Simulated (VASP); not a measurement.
These are PBE GGA, VASP's PBE PAW potentials (set 64) (plane waves; VASP) values and carry that method's errors.

The input files of a VASP run:

File KPOINTS:
```
Automatic
0
gamma
 8 8 8
0 0 0
```

INCAR:
```
ALGO = Normal
EDIFF = 1E-6
ENCUT = 520
GGA = PE
ISMEAR = 0
ISPIN = 2
LASPH = .True.
LCHARG = .True.
LMAXMIX = 4
LORBIT = 10
LREAL = .False.
LWAVE = .False.
MAGMOM = 1.4 -1.4 2*0.0
NELM = 100
PREC = Accurate
SIGMA = 0.05
SYSTEM = NiO
```

### POSCAR
```
NiO
1
    4.1866556993     2.0890034147     2.0890034147
    2.0890034147     4.1866556993     2.0890034147
    2.0890034147     2.0890034147     4.1866556993
Ni O
2 2
Direct
  0.0000000000   0.0000000000   0.0000000000
  0.5000000000   0.5000000000   0.5000000000
  0.2500000000   0.2500000000   0.2500000000
  0.7500000000   0.7500000000   0.7500000000
```

POTCAR, in this order: Ni O (PBE.64 set). Program: vasp_std.

Output

File OUTCAR:
```
 ion  position               nearest neighbor table
   1  0.000  0.000  0.000-   4 2.10   4 2.10   4 2.10   3 2.10   3 2.10   3 2.10   2 2.96   2 2.96
                             2 2.96   2 2.96   2 2.96   2 2.96
   2  0.500  0.500  0.500-   3 2.10   3 2.10   3 2.10   4 2.10   4 2.10   4 2.10   1 2.96   1 2.96
                             1 2.96   1 2.96   1 2.96   1 2.96
   3  0.250  0.250  0.250-   1 2.10   1 2.10   1 2.10   2 2.10   2 2.10   2 2.10
   4  0.750  0.750  0.750-   2 2.10   2 2.10   2 2.10   1 2.10   1 2.10   1 2.10
  LATTYP: Found a trigonal (rhomboedric) cell.
 ALAT       =     5.1240566427
 COS(alpha) =     0.8324134521
 Subroutine PRICEL returns following result:
  LATTYP: Found a trigonal (rhomboedric) cell.
 ALAT       =     2.9604157939
 COS(alpha) =     0.4979331192
 Subroutine GETGRP returns: Found 12 space group operations
The static configuration has the point symmetry D_3d.
The dynamic configuration has the point symmetry D_3d.
The overall configuration has the point symmetry D_3d.
 Subroutine INISYM returns: Found 12 space group operations
 Subroutine IBZKPT returns following result:
 Found     65 irreducible k-points:

 Following reciprocal coordinates:
            Coordinates               Weight
  0.000000  0.000000  0.000000      1.000000
  0.125000  0.000000  0.000000      6.000000
  0.250000  0.000000  0.000000      6.000000
  0.375000  0.000000  0.000000      6.000000
  0.500000  0.000000  0.000000      3.000000
  0.125000  0.125000  0.000000      6.000000
  0.250000  0.125000  0.000000     12.000000
  0.375000  0.125000  0.000000     12.000000
  0.500000  0.125000  0.000000     12.000000
 -0.375000  0.125000 -0.000000     12.000000
 -0.250000  0.125000 -0.000000     12.000000
 -0.125000  0.125000  0.000000      6.000000
  0.250000  0.250000  0.000000      6.000000
  0.375000  0.250000  0.000000     12.000000
  0.500000  0.250000  0.000000     12.000000
 -0.375000  0.250000  0.000000     12.000000
...
```

OSZICAR:
```
       N       E                     dE             d eps       ncg     rms          rms(c)
DAV:   1     0.259135893826E+03    0.25914E+03   -0.15943E+04  5304   0.211E+03
DAV:   2     0.385586837402E+01   -0.25528E+03   -0.23906E+03  5360   0.409E+02
DAV:   3    -0.266254983449E+02   -0.30481E+02   -0.28938E+02  6012   0.158E+02
DAV:   4    -0.276361107871E+02   -0.10106E+01   -0.10040E+01  5796   0.309E+01
DAV:   5    -0.276648824921E+02   -0.28772E-01   -0.28750E-01  6244   0.492E+00    0.203E+01
DAV:   6    -0.249821968989E+02    0.26827E+01   -0.45641E+01  7852   0.111E+02    0.220E+01
DAV:   7    -0.233353488207E+02    0.16468E+01   -0.75480E+00  6664   0.843E+01    0.931E+00
DAV:   8    -0.235518214344E+02   -0.21647E+00   -0.22482E+00  5876   0.133E+01    0.610E+00
DAV:   9    -0.234667976230E+02    0.85024E-01   -0.22192E-01  8420   0.129E+01    0.182E+00
DAV:  10    -0.234875316839E+02   -0.20734E-01   -0.83777E-02  7360   0.460E+00    0.909E-01
DAV:  11    -0.234866405113E+02    0.89117E-03   -0.19842E-02  8304   0.382E+00    0.154E-01
DAV:  12    -0.234871354879E+02   -0.49498E-03   -0.46906E-03  5712   0.619E-01    0.117E-01
DAV:  13    -0.234870483789E+02    0.87109E-04   -0.30197E-04  7600   0.185E-01    0.573E-02
DAV:  14    -0.234870609775E+02   -0.12599E-04   -0.20424E-04  7732   0.225E-01    0.378E-02
DAV:  15    -0.234870560769E+02    0.49006E-05   -0.34620E-05  7672   0.856E-02    0.117E-02
DAV:  16    -0.234870564760E+02   -0.39911E-06   -0.51868E-06  5608   0.338E-02
   1 F= -.23487056E+02 E0= -.23487056E+02  d E =-.696127E-14  mag=    -0.0000
```

**OUTCAR**
```
------------------------ aborting loop because EDIFF is reached ----------------------------------------
  FORCE on cell =-STRESS in cart. coord.  units (eV):
  Direction    XX          YY          ZZ          XY          YZ          ZX
  --------------------------------------------------------------------------------------
  Total        0.0000658      0.0000658      0.0000658     -0.0282847     -0.0282847     -0.0282847
  in kB        0.0028662      0.0028662      0.0028662     -1.2312511     -1.2312511     -1.2312511
  external PRESSURE =       0.0028662 kB  Pullay stress =       0.0000000 kB
  volume of cell :       36.81
      direct lattice vectors                 reciprocal lattice vectors
     4.186655699  2.089003415  2.089003415     0.357665806 -0.119057628 -0.119057628
     2.089003415  4.186655699  2.089003415    -0.119057628  0.357665806 -0.119057628
     2.089003415  2.089003415  4.186655699    -0.119057628 -0.119057628  0.357665806
 POSITION                                       TOTAL-FORCE (eV/Angst)
 -----------------------------------------------------------------------------------
      0.00000      0.00000      0.00000        -0.000000     -0.000000      0.000000
      4.18233      4.18233      4.18233         0.000000      0.000000     -0.000000
      2.09117      2.09117      2.09117        -0.000000     -0.000000      0.000000
      6.27350      6.27350      6.27350         0.000000     -0.000000     -0.000000
 -----------------------------------------------------------------------------------
    total drift:                                0.000000     -0.000000     -0.000000
  FREE ENERGIE OF THE ION-ELECTRON SYSTEM (eV)
  ---------------------------------------------------
  free  energy   TOTEN  =       -23.4870564760 eV

  energy  without entropy=      -23.4870564760  energy(sigma->0) =      -23.48705648

 total charge

# of ion       s       p       d       tot
------------------------------------------
    1        0.326   0.394   8.258   8.978
    2        0.326   0.394   8.258   8.978
    3        1.562   3.405   0.000   4.967
    4        1.562   3.405   0.000   4.967
--------------------------------------------------
tot          3.776   7.598  16.515  27.889

 magnetization (x)

# of ion       s       p       d       tot
------------------------------------------
    1       -0.009  -0.013   1.372   1.350
    2        0.009   0.013  -1.372  -1.350
    3        0.000   0.000   0.000   0.000
    4        0.000   0.000   0.000   0.000
--------------------------------------------------
tot          0.000   0.000   0.000   0.000
```
(Selected blocks of OUTCAR.)

The compound is NiO in the rock salt, AFM-II order structure. It was relaxed first.
